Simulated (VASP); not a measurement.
Input:

```xyz
2
Lattice="0.0000 2.7618 2.7618 2.7618 0.0000 2.7618 2.7618 2.7618 0.0000" Properties=species:S:1:pos:R:3 pbc="T T T"
Ag     2.7618     2.7618     0.0000
Cl     2.7618     2.7618     2.7618
```

The numbers are results of rev-vdW-DF2, VASP's PBE PAW potentials (set 64) (plane waves; VASP 6.6.1), not measurements. Run with 520 eV cut-off, 9×9×9 Γ-centred mesh, tetrahedra with Blöchl corrections, potentials Ag Cl.

### Question
Estimate the energy per atom (σ→0).

### Answer

```yaml
energy per atom (σ→0): -0.640 eV/atom
```

The absolute energy has meaning only against runs of the same code, potentials and settings.

The compound is AgCl in the rock salt structure. It was relaxed first.
